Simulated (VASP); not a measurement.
These are PBEsol GGA, VASP's PBE PAW potentials (set 64) (plane waves; VASP 6.6.1) values and carry that method's errors.

A VASP calculation is set up with these files.

### POSCAR
```
Ag
1.0
  0.0000000000   3.0033723477   3.0033723477
  3.0033723477   0.0000000000   3.0033723477
  3.0033723477   3.0033723477   0.0000000000
Ag
2
Cart
  4.5050585215   4.5050585215   4.5050585215
  3.0033723477   3.0033723477   3.0033723477
```

File KPOINTS:
```
Automatic mesh
0
Gamma
10 10 10
0 0 0
```

### INCAR
```
LCHARG = .FALSE.
GGA = PS
ENCUT = 400
NELM = 100   # most electronic steps
ISMEAR = 1
LMAXMIX = 4   # l cut-off of mixed one-centre charges
NSW = 60
SYSTEM = Ag
PREC = Accurate
EDIFF = 1E-6   # SCF stop (eV)
EDIFFG = -0.01   # ionic stop
ISIF = 3   # ions, shape and volume
SIGMA = 0.1   # width (eV)
LREAL = .FALSE.   # projection in real space or not
LWAVE = .FALSE.
LASPH = .TRUE.
IBRION = 2   # conjugate gradients
ALGO = Normal   # blocked Davidson
```

POTCAR, in this order: Ag (PBE.64 set). Program: vasp_std.

The run wrote:

File OSZICAR:
```
       N       E                     dE             d eps       ncg     rms          rms(c)
DAV:   1     0.992130993552E+02    0.99213E+02   -0.97278E+03  1426   0.110E+03
DAV:   2    -0.367097367727E+01   -0.10288E+03   -0.98929E+02  1501   0.242E+02
DAV:   3    -0.500449349203E+01   -0.13335E+01   -0.13315E+01  1606   0.328E+01
DAV:   4    -0.500985356725E+01   -0.53601E-02   -0.53599E-02  1578   0.202E+00
DAV:   5    -0.500992763732E+01   -0.74070E-04   -0.74070E-04  1690   0.243E-01    0.564E+00
DAV:   6    -0.466700590081E+01    0.34292E+00   -0.15163E+00  1585   0.121E+01    0.384E+00
DAV:   7    -0.465867409864E+01    0.83318E-02   -0.99369E-03  1494   0.792E-01    0.216E+00
DAV:   8    -0.465433250940E+01    0.43416E-02   -0.77945E-04  1739   0.252E-01    0.234E-02
DAV:   9    -0.465434573783E+01   -0.13228E-04   -0.21768E-05  1601   0.354E-02    0.128E-02
DAV:  10    -0.465435311439E+01   -0.73766E-05   -0.45149E-06  1521   0.192E-02    0.104E-03
DAV:  11    -0.465435316834E+01   -0.53951E-07   -0.42293E-08   803   0.169E-03
   1 F= -.46543532E+01 E0= -.46543463E+01  d E =-.465435E+01
       N       E                     dE             d eps       ncg     rms          rms(c)
DAV:   1    -0.467444951002E+01   -0.20096E-01   -0.32247E-01  1445   0.616E+00    0.930E-01
DAV:   2    -0.465515291456E+01    0.19297E-01   -0.73948E-02  1445   0.275E+00    0.282E-01
DAV:   3    -0.465481687973E+01    0.33603E-03   -0.82299E-04  1501   0.229E-01    0.191E-01
DAV:   4    -0.465469678154E+01    0.12010E-03   -0.19569E-04  1473   0.104E-01    0.115E-02
DAV:   5    -0.465469688248E+01   -0.10094E-06   -0.22062E-05  1508   0.447E-02    0.574E-03
DAV:   6    -0.465469685253E+01    0.29951E-07   -0.29547E-06  1320   0.181E-02
   2 F= -.46546969E+01 E0= -.46547022E+01  d E =-.343684E-03
```

**OUTCAR**
```
------------------------ aborting loop because EDIFF is reached ----------------------------------------
  FORCE on cell =-STRESS in cart. coord.  units (eV):
  Direction    XX          YY          ZZ          XY          YZ          ZX
  --------------------------------------------------------------------------------------
  Total       -0.0150331     -0.0150331     -0.0150331      0.0000000      0.0000000      0.0000000
  in kB       -0.4411028     -0.4411028     -0.4411028      0.0000000      0.0000000      0.0000000
  external PRESSURE =      -0.4411028 kB  Pullay stress =       0.0000000 kB
  volume of cell :       54.60
      direct lattice vectors                 reciprocal lattice vectors
     0.000000000  3.011129519  3.011129519    -0.166050645  0.166050645  0.166050645
     3.011129519  0.000000000  3.011129519     0.166050645 -0.166050645  0.166050645
     3.011129519  3.011129519  0.000000000     0.166050645  0.166050645 -0.166050645
 POSITION                                       TOTAL-FORCE (eV/Angst)
 -----------------------------------------------------------------------------------
      4.51669      4.51669      4.51669        -0.000000     -0.000000     -0.000000
      3.01113      3.01113      3.01113         0.000000      0.000000      0.000000
 -----------------------------------------------------------------------------------
    total drift:                                0.000000      0.000000      0.000000
  FREE ENERGIE OF THE ION-ELECTRON SYSTEM (eV)
  ---------------------------------------------------
  free  energy   TOTEN  =        -4.6546968525 eV

  energy  without entropy=       -4.6547127528  energy(sigma->0) =       -4.65470215

 reached required accuracy - stopping structural energy minimisation
```
(Selected blocks of OUTCAR.)

CONTCAR:
```
Ag
   1.00000000000000
     0.0000000000000000    3.0111295186061975    3.0111295186061975
     3.0111295186061975    0.0000000000000000    3.0111295186061975
     3.0111295186061975    3.0111295186061975    0.0000000000000000
  Ag
     2
Direct
     0.7500000000000000    0.7500000000000000    0.7500000000000000
     0.5000000000000000    0.5000000000000000    0.5000000000000000
```

The structure was generated: Ag was put into the diamond type (Fd-3m), which need not be its known phase. This run relaxes it. Symmetry was kept, so distortions that lower it aren't found. The start is the result of an earlier pass.
